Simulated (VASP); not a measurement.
Data:

```xyz
2
Lattice="2.9074 0.0000 0.0000 0.0000 2.9074 0.0000 0.0000 0.0000 2.9074" Properties=species:S:1:pos:R:3 pbc="T T T"
Cr     0.0000     0.0000     0.0000
Cr     1.4537     1.4537     1.4537
```
Starting moments (μB, in the order of the record's atoms Cr Cr): 2.7 -2.7.

All values below come from r2SCAN meta-GGA, VASP's PBE PAW potentials (set 64) (plane waves; VASP 6.6.1). Settings: 520 eV cut-off, 12×12×12 Γ-centred mesh, first-order Methfessel-Paxton smearing of 0.10 eV, potentials Cr_pv.

**Question.** What does the run give for the cell moment, energy per atom (σ→0), pressure, band gap (on the k-mesh) with the smallest direct gap where there is one?

**Answer.** 
- band gap (on the k-mesh) = none (metal, semimetal or under 0.01 eV)
- cell moment = 0.00 μB
- energy per atom (σ→0) = -15.057 eV/atom
- pressure = 7.00 GPa

**Question.** Give the moment on each site (PAW-sphere projection).

**Answer.** 
| site | moment (μB) |
|---|---|
| Cr1 | 2.44 |
| Cr2 | -2.44 |

The absolute energy has meaning only against runs of the same code, potentials and settings.

The compound is Cr in the bcc, AFM order structure. This cell is one point of a volume scan, at 0.94 of the reference volume.
